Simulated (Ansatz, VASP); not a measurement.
# CoO (zincblende prototype): VASP beside Ansatz, part 3 of 3

One calculation is typed for both programs; each brings its own data sets. How far apart do they land? The cell is invented: As first built, before any earlier steps moved the atoms (in the runner's words): zincblende prototype, lattice guessed from radii. It may not be a known or stable phase. The cell is taken from a series of runs on this material, whose earlier steps may have relaxed, scaled, displaced or heated it; both programs get it as it stands.

VASP 6.6.1 and Ansatz 0.2.0.

So far: Set-up; Ansatz: single point, LDA, DFT+U, pair 1; VASP: single point, LDA, DFT+U, pair 1; Comparison; Ansatz: single point, LDA, DFT+U, pair 2.

### 6. VASP: single point, LDA, DFT+U, pair 2

Level of this step: LDA, DFT+U (Co d 1.75 eV), spin-polarised from a ferromagnetic start; plane waves and PAW (Co, O); invented cell (VASP).

The same cell, functional (in two slightly different forms), mesh and smearing now go to VASP, with its own data sets.

Contents of INCAR:

```
SYSTEM = CoO
PREC = Accurate
ENCUT = 520
EDIFF = 1E-06
NELM = 200
ISMEAR = -1
SIGMA = 0.05
LREAL = .FALSE.
ALGO = Normal
GGA = PW92
NBANDS = 36
ISPIN = 2
MAGMOM = 2.34 2.34 2.34 0.29 0.29 0.29
LDAU = .TRUE.
LDAUTYPE = 2
LDAUL = 2 -1
LDAUU = 1.75 0
LDAUJ = 0 0
LDAUPRINT = 1
LASPH = .TRUE.
LMAXMIX = 4
LORBIT = 11
LWAVE = .FALSE.
LCHARG = .FALSE.
ISIF = 2
GGA_COMPAT = .FALSE.
KPAR = 2
```

Contents of POSCAR:

```
CoO
1.0
    0.0000000000      2.2851447630      2.2851447630
   -2.2851447630      0.0000000000     -2.2851447630
   -4.5702895260     -4.5702895260      4.5702895260
Co O
3 3
Direct
    1.0000000000      0.0000000000      0.0000000000
    0.3333333333      0.6666666667      0.6666666667
    0.6666666667      0.3333333333      0.3333333333
    0.3333333333      0.6666666667      0.9166666667
    0.6666666667      0.3333333333      0.5833333333
    1.0000000000      0.0000000000      0.2500000000
```

Contents of KPOINTS:

```
Automatic mesh
0
Gamma
10 10 4
0 0 0
```

PAW data sets: Co and O (LDA family, release 64).

Run with:

```sh
> mpirun -np 2 vasp_std
```

Numbers of over 12 decimals in the logs are rounded to 6 here.

Log:

```text
[banner, memory and clock lines left out]
running    2 mpi-ranks, on    1 nodes
[...]
[... a notice as in an earlier step ...]

 LDA part: xc-table for (Slater(with rela. corr.)+PW92), standard interpolation
 POSCAR, INCAR and KPOINTS ok, starting setup
[...]
entering main loop
       N       E                     dE             d eps       ncg     rms          rms(c)
DAV:   1     0.431899866627E+03    0.43190E+03   -0.19987E+04  7216   0.146E+03
DAV:   2     0.126636350259E+02   -0.41924E+03   -0.37916E+03  7380   0.357E+02
DAV:   3    -0.470487123544E+02   -0.59712E+02   -0.56220E+02  7960   0.151E+02
DAV:   4    -0.491017841760E+02   -0.20531E+01   -0.20347E+01  8372   0.298E+01
[...]
DAV:  16    -0.417095919127E+02   -0.10247E-04   -0.41665E-05 10132   0.488E-02    0.211E-02
DAV:  17    -0.417095956901E+02   -0.37773E-05   -0.56147E-06  6964   0.175E-02    0.121E-02
DAV:  18    -0.417095959955E+02   -0.30546E-06   -0.47251E-06  6448   0.312E-02
   1 F= -.41709596E+02 E0= -.41700722E+02  d E =-.177484E-01  mag=     8.7779
```

Parts of OUTCAR (step 6):

```text
  Total       -6.4754477     -6.4754477     -6.4754477      0.0025489     -0.0025489     -0.0025489
  in kB     -144.9065384   -144.9065384   -144.9065384      0.0570378     -0.0570378     -0.0570378
  external PRESSURE =    -144.9065384 kB  Pullay stress =       0.0000000 kB

 POSITION                                       TOTAL-FORCE (eV/Angst)
 -----------------------------------------------------------------------------------
      0.00000      0.00000      0.00000         0.000394      0.000394     -0.000394
     -4.57029     -2.28514      2.28514         0.000394      0.000394     -0.000394
     -2.28514      0.00000      2.28514         0.000394      0.000394     -0.000394
     -5.71286     -3.42772      3.42772        -0.000394     -0.000394      0.000394
     -3.42772     -1.14257      3.42772        -0.000394     -0.000394      0.000394
     -1.14257     -1.14257      1.14257        -0.000394     -0.000394      0.000394
 -----------------------------------------------------------------------------------
    total drift:                               -0.000034     -0.000033      0.000034

  FREE ENERGIE OF THE ION-ELECTRON SYSTEM (eV)
  ---------------------------------------------------
  free  energy   TOTEN  =       -41.7095959955 eV

  energy  without entropy=      -41.6918475770  energy(sigma->0) =      -41.70072179

 magnetization (x)
# of ion       s       p       d       tot
------------------------------------------
    1        0.018   0.052   2.468   2.538
    2        0.018   0.052   2.468   2.538
    3        0.018   0.052   2.468   2.538
    4        0.018   0.264   0.000   0.282
    5        0.018   0.264   0.000   0.282
    6        0.018   0.264   0.000   0.282
--------------------------------------------------
tot          0.109   0.947   7.404   8.460

[... 1 part as in an earlier step ...]

[... 2 further parts left out ...]
[key lines of the parts left out:]
E-fermi :   4.9059
```

The run ends at a pressure of -14.49 GPa, with forces up to 6.8e-4 eV/Å.

### 7. Side by side

What differs besides the data sets and the points named for the pairs above, as far as they apply: the data sets hold 69 valence electrons in Ansatz (on its default PAW (the set named soft_2) files) and 45 in VASP. Total energies have different zeros and are not compared.

The two programs side by side:

```
          quantity  Ansatz  VASP  difference
 total moment (μB)    8.75  8.78       -0.02
moment on Co1 (μB)    2.34  2.54       -0.20
moment on Co2 (μB)    2.34  2.54       -0.20
moment on Co3 (μB)    2.34  2.54       -0.20
 moment on O4 (μB)    0.29  0.28       +0.01
 moment on O5 (μB)    0.29  0.28       +0.01
 moment on O6 (μB)    0.29  0.28       +0.01
```

### 8. Ansatz: single point, LDA, DFT+U, pair 3

With cell and atoms fixed, the geometry can't cause a difference; cores, projectors, grids and the points listed under the comparison can.

The cell is taken from a series of runs on this material, whose earlier steps may have relaxed, scaled, displaced or heated it; both programs get it as it stands.

Contents of input.yaml:

```yaml
crystal:
  lattice:
    - [0.0, 2.285144763, 2.285144763]
    - [-2.285144763, 0.0, -2.285144763]
    - [-4.570289526, -4.570289526, 4.570289526]
  atoms:
    - { symbol: Co, position: [0.0, 0.0, 0.0], spin: 3.0 }
    - { symbol: Co, position: [0.333333333, 0.666666667, 0.666666667], spin: 3.0 }
    - { symbol: Co, position: [0.666666667, 0.333333333, 0.333333333], spin: -3.0 }
    - { symbol: O, position: [0.333333333, 0.666666667, 0.916666667] }
    - { symbol: O, position: [0.666666667, 0.333333333, 0.583333333] }
    - { symbol: O, position: [0.0, 0.0, 0.25] }
magnetization:
  spin_polarized: true
kpoints:
  mp_grid: { grid: [10, 10, 4] }
hamiltonian:
  xc: lda
  hubbard:
    sites:
      - { species: Co, l: d, u_eff: 1.75 }
      - { site: 0, l: d, u_eff: 1.75, starting_ns: [{ spin: up, occupation_matrix: co1_major }, { spin: down, occupation_matrix: co1_minor }] }
      - { site: 1, l: d, u_eff: 1.75, starting_ns: [{ spin: up, occupation_matrix: co1_major }, { spin: down, occupation_matrix: co1_minor }] }
      - { site: 2, l: d, u_eff: 1.75, starting_ns: [{ spin: up, occupation_matrix: co1_minor }, { spin: down, occupation_matrix: co1_major }] }
    projectors: ortho-atomic
    occupation_matrices:
      co1_major:
        matrix:
          - [0.997, 0.0, 0.0, 0.0, 0.0]
          - [0.0, 0.986, 0.0, 0.0, 0.0]
          - [0.0, 0.0, 0.986, 0.0, 0.0]
          - [0.0, 0.0, 0.0, 0.997, 0.0]
          - [0.0, 0.0, 0.0, 0.0, 0.986]
      co1_minor:
        matrix:
          - [0.93, 0.0, 0.0, 0.0, 0.0]
          - [0.0, 0.212, 0.0, 0.0, 0.0]
          - [0.0, 0.0, 0.212, 0.0, 0.0]
          - [0.0, 0.0, 0.0, 0.93, 0.0]
          - [0.0, 0.0, 0.0, 0.0, 0.212]
scf:
  occupations: { method: fermi_dirac, width: 0.05 }
output:
  eigenvalues: true
```

Run with:

```sh
> ansatz run input.yaml --threads 4 --pin off --max-ram 8192MiB --backend cpu --events-out ev --progress --plain --runs-dir out
```

Log:

```text
[...]
Crystal: 6 atoms, lattice volume = 71.597 Å³
Basis set: ecut = 420 eV, 1395 PW (Γ)
Bands: 47, of which v1, the nominal top of the filled ones, is band 35 counted from 1 (34 counted from 0)
Symmetry: 6 space group operations
[...]
k-points: 50 of 400 (time reversal used)
[...]
Starting moments: Σ|m| = 9 μB on 3 of 6 sites
[...]
k-point 0 ↑: bands = [... 31 lower, 8.8879, 9.4841, 9.4841, 9.7090, 9.7090, 10.0994, 11.7149, 12.3394, ... 8 higher]
  k-point 1 ↑: bands = [... 31 lower, 8.8867, 9.3868, 9.3868, 9.7783, 9.7783, 10.4439, 11.6737, 12.3388, ... 8 higher]
  k-point 2 ↑: bands = [... 31 lower, 8.9013, 9.3102, 9.3102, 9.8241, 9.8241, 11.0165, 11.4785, 12.0048, ... 8 higher]
  k-point 49 ↓: bands = [... 31 lower, 9.2281, 9.4325, 9.9598, 10.5150, 11.1853, 11.3129, 11.4108, 11.5135, ... 8 higher]
Occupation matrices written to <dir>
[key lines of the parts left out:]
SCF converged after 17 iterations
Magnetization: 2.9811 μB (35.9905 up, 33.0095 down)
Free energy (F): -16847.171451 eV
Fermi energy:    9.846798 eV
```

### 9. VASP: single point, LDA, DFT+U, pair 3

The same cell, functional (in two slightly different forms), mesh and smearing now go to VASP, with its own data sets.

Edit INCAR of step 6 so:

```diff
@@ -10,5 +10,5 @@
 GGA = PW92
-NBANDS = 36
+NBANDS = 33
 ISPIN = 2
-MAGMOM = 2.34 2.34 2.34 0.29 0.29 0.29
+MAGMOM = 2.31 2.3 -2.23 0.28 0.16 -0.13
 LDAU = .TRUE.
```

POSCAR is that of step 6.

KPOINTS is that of step 6.

Run with:

```sh
> mpirun -np 2 vasp_std
```

Log:

```text
[... set-up lines as in an earlier step ...]
 entering main loop
       N       E                     dE             d eps       ncg     rms          rms(c)
DAV:   1     0.424164846221E+03    0.42416E+03   -0.20191E+04  6608   0.158E+03
DAV:   2     0.119915519429E+02   -0.41217E+03   -0.37707E+03  6909   0.374E+02
DAV:   3    -0.466238535486E+02   -0.58615E+02   -0.55708E+02  7613   0.162E+02
DAV:   4    -0.487767371784E+02   -0.21529E+01   -0.21371E+01  7663   0.334E+01
[...]
DAV:  18    -0.419006443765E+02   -0.83556E-05   -0.86051E-05  9854   0.113E-01    0.389E-02
DAV:  19    -0.419006432006E+02    0.11760E-05   -0.17476E-05 10496   0.557E-02    0.245E-02
DAV:  20    -0.419006431352E+02    0.65363E-07   -0.74882E-06  6807   0.432E-02
   1 F= -.41900643E+02 E0= -.41897312E+02  d E =-.666235E-02  mag=     2.9773
```

Parts of OUTCAR (step 9):

```text
  Total       -6.6253824     -6.6253824     -6.6253824     -0.5810833      0.5810833      0.5810833
  in kB     -148.2617517   -148.2617517   -148.2617517    -13.0033889     13.0033889     13.0033889
  external PRESSURE =    -148.2617517 kB  Pullay stress =       0.0000000 kB

 POSITION                                       TOTAL-FORCE (eV/Angst)
 -----------------------------------------------------------------------------------
      0.00000      0.00000      0.00000        -0.243439     -0.243439      0.243439
     -4.57029     -2.28514      2.28514         0.000037      0.000037     -0.000037
     -2.28514      0.00000      2.28514        -0.231048     -0.231048      0.231048
     -5.71286     -3.42772      3.42772         0.143542      0.143542     -0.143542
     -3.42772     -1.14257      3.42772         0.185361      0.185361     -0.185361
     -1.14257     -1.14257      1.14257         0.145547      0.145547     -0.145547
 -----------------------------------------------------------------------------------
    total drift:                                0.000385      0.000386     -0.000385

  FREE ENERGIE OF THE ION-ELECTRON SYSTEM (eV)
  ---------------------------------------------------
  free  energy   TOTEN  =       -41.9006431352 eV

  energy  without entropy=      -41.8939807813  energy(sigma->0) =      -41.89731196

 magnetization (x)
# of ion       s       p       d       tot
------------------------------------------
    1        0.012   0.050   2.438   2.500
    2        0.014   0.050   2.418   2.481
    3       -0.009  -0.046  -2.354  -2.409
    4        0.016   0.248   0.000   0.265
    5        0.011   0.140   0.000   0.150
    6       -0.008  -0.118   0.000  -0.126
--------------------------------------------------
tot          0.036   0.323   2.502   2.861

[... 2 parts as in an earlier step ...]

[... 1 further part left out ...]
[key lines of the parts left out:]
E-fermi :   5.0788
```

The gap is read on the k-mesh alone, so it is an upper bound where the band edges lie off the mesh. The gap is under twice the smearing width, so the edge states are partly filled and the run can't tell a small gap from a semimetal.

### 10. Side by side

What differs besides the data sets and the points named for the pairs above, as far as they apply: the data sets hold 69 valence electrons in Ansatz (on its default PAW (the set named soft_2) files) and 45 in VASP. Total energies have different zeros and are not compared.

Compared:

```csv
quantity,Ansatz,VASP,difference
total moment (μB),2.98,2.98,0.00
moment on Co1 (μB),2.31,2.50,-0.19
moment on Co2 (μB),2.30,2.48,-0.18
moment on Co3 (μB),-2.23,-2.41,+0.18
moment on O4 (μB),0.28,0.27,+0.01
moment on O5 (μB),0.16,0.15,+0.01
moment on O6 (μB),-0.13,-0.13,-0.01
```

VASP's last cycles still show a density residual of 2e-03, so its state may not be settled.

### 11. Summary of results

| Quantity | Value |
| --- | --- |
| difference in total moment (single point, LDA, DFT+U, pair 1) | -0.016 μB |
| difference in total moment (single point, LDA, DFT+U, pair 2) | -0.024 μB |
| difference in total moment (single point, LDA, DFT+U, pair 3) | 0.0038 μB |

What this shows: The difference in total moment is -0.016 μB (single point, LDA, DFT+U, pair 1). The data sets hold unlike numbers of valence electrons (69 in Ansatz and 45 in VASP), so part of the differences comes from the potentials. 5 further runs of this series are not shown here. How closely two codes agree says nothing of how well the functional describes the real material.

[Lines on the potential files, build, host, timing and source positions are cut from VASP's logs without a mark.]

[Logs are printed without paths, hosts, clocks, repeated set-up lines and the standing remarks that a program may print on its own settings, such as how far it seeks lower states.]

[Hosts, paths, dates, database ids (printed as entryN), source tags and the programs' standing remarks are cut or masked in the printed files.]
